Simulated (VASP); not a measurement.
```xyz
4
Lattice="3.2852 0.0000 0.0000 -1.6426 2.8451 0.0000 0.0000 0.0000 5.8736" Properties=species:S:1:pos:R:3 pbc="T T T"
Sr     0.0000     0.0000     0.0000
Sr     0.0000     0.0000     2.9368
O      0.0000     1.8967     1.4684
O      1.6426     0.9484     4.4052
```

Level of theory: PBEsol GGA, VASP's PBE PAW potentials (set 64) (plane waves; VASP). Run with 620 eV cut-off, 8×8×4 Γ-centred mesh, Gaussian smearing of 0.050 eV, potentials Sr_sv O.

Question: Predict the energy per atom (σ→0), pressure.

Answer: 
The energy per atom (σ→0) is -5.915 eV/atom and the pressure is 30.21 GPa.

Only differences to runs with the same potentials and settings are physical.

The structure was generated: SrO was put into the NiAs type type (P6_3/mmc), which need not be its known phase. It was relaxed first under an external pressure of 30 GPa.
